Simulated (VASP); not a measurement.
K2F, 3 atoms in the cell. Symmetry: Fm-3m, No. 225, cubic system. The conventional cell has a = 7.217 Å, b = 7.217 Å, c = 7.217 Å, α = 90.00°, β = 90.00°, γ = 90.00°. Around K (site symmetry -43m) lie 4 F at 3.13 Å. F (site symmetry m-3m) has 8 K at 3.13 Å as nearest neighbours. The cell was built by a generator and needn't be a form met in nature. The cell isn't the ideal one: random cell by space group and Wyckoff sites (Fm-3m, No. 225).

- Program: VASP 6.6.1
- Task: relaxation of cell and atoms
- Functional: PBE
- Potentials or basis: VASP PAW PBE potentials, release 64 (K_sv, F)
- Cutoff: 600 eV
- k mesh: 12 × 12 × 12
- Occupations: gaussian, width 0.1 eV
- Spin: no spin polarisation
- Dipole correction: no
- Further INCAR settings: ALGO = Fast; EDIFF = 1e-06; IBRION = 2; EDIFFG = -0.01; NSW = 100; ISIF = 3

Potentials or basis: VASP PAW PBE potentials, release 64 (K_sv, F).

The run is started by

```sh
$ cat potpaw_PBE.64/K_sv/POTCAR potpaw_PBE.64/F/POTCAR > POTCAR
$ mpirun -np 1 vasp_std > vasp.out
```

Hardware: 1 thread of Intel(R) Xeon(R) Platinum 8559C (Emerald Rapids), with other jobs on the host.

**Question.** How long does it take, and how much memory?

**Answer.** It took 2.3 min on 1 thread of Intel(R) Xeon(R) Platinum 8559C (Emerald Rapids), with other jobs on the host, peak memory 0.31 GiB. Counts: scf iterations 19, k points 72, ion steps 1.
